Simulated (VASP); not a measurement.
Data:

```xyz
2
Lattice="0.0000 2.7910 2.7910 2.7910 0.0000 2.7910 2.7910 2.7910 0.0000" Properties=species:S:1:pos:R:3 pbc="T T T"
Si     0.0000     0.0000     0.0000
Sn     2.7910     2.7910     2.7910
```

These are PBEsol GGA, VASP's PBE PAW potentials (set 64) (plane waves; VASP 6.6.1) values and carry that method's errors. Numerical set-up: 400 eV cut-off, Gaussian smearing of 0.050 eV, potentials Si Sn_d.

Question: Give the energies of bands 6 to 12 at the high-symmetry points, in eV from the Fermi level.

Answer: 
```csv
band,Γ,X,U,L,W
6,-11.93,-8.09,-7.52,-8.46,-6.98
7,0.19,-5.53,-6.74,-8.32,-6.89
8,0.19,-3.97,-4.95,0.91,-4.42
9,0.19,-2.55,-1.88,0.91,-4.42
10,1.02,-2.55,-0.78,1.34,2.50
11,5.71,2.40,4.82,1.34,3.05
12,5.71,9.29,6.01,2.45,6.20
```

It has no gap at this level: it comes out as a metal or semimetal.

The structure was generated: SiSn was put into the rock salt type (Fm-3m), which need not be its known phase. It was relaxed first, which changed the volume by +10 %.
